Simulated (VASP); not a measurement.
```yaml
crystal:
  lattice:
    - [0.00000, 3.54294, 3.54294]
    - [3.54294, 0.00000, 3.54294]
    - [3.54294, 3.54294, 0.00000]
  atoms:
    - { symbol: Ba, position: [0.00000, 0.00000, 0.00000] }
    - { symbol: Te, position: [0.50000, 0.50000, 0.50000] }
```

Method: r2SCAN meta-GGA with spin-orbit coupling, VASP's PBE PAW potentials (set 64) (plane waves; VASP 6.6.1). Numerical set-up: 400 eV cut-off, 6×6×6 Γ-centred mesh, Gaussian smearing of 0.050 eV, potentials Ba_sv Te.

Q: Give the energies of bands 11 to 23 at the high-symmetry points, in eV from the valence-band maximum.

A: 
| band | Γ | X | U | L | W |
|---|---|---|---|---|---|
| 11 | -0.81 | -1.48 | -1.66 | -2.45 | -1.68 |
| 12 | -0.81 | -1.48 | -1.66 | -2.45 | -1.68 |
| 13 | 0.00 | -0.87 | -1.24 | -1.46 | -1.12 |
| 14 | 0.00 | -0.87 | -1.24 | -1.46 | -1.12 |
| 15 | 0.00 | -0.39 | -0.90 | -1.13 | -1.08 |
| 16 | 0.00 | -0.39 | -0.90 | -1.13 | -1.08 |
| 17 | 3.07 | 1.68 | 2.72 | 4.32 | 3.60 |
| 18 | 3.07 | 1.68 | 2.72 | 4.32 | 3.60 |
| 19 | 3.07 | 4.62 | 5.12 | 4.87 | 3.71 |
| 20 | 3.07 | 4.62 | 5.12 | 4.87 | 3.71 |
| 21 | 3.14 | 4.92 | 5.31 | 5.05 | 5.06 |
| 22 | 3.14 | 4.92 | 5.31 | 5.05 | 5.06 |
| 23 | 3.17 | 5.73 | 5.43 | 5.10 | 5.32 |

The gap is indirect, 1.68 eV, from the valence maximum at Γ to the conduction minimum at X.

The compound is BaTe in the rock salt structure. It was relaxed first.
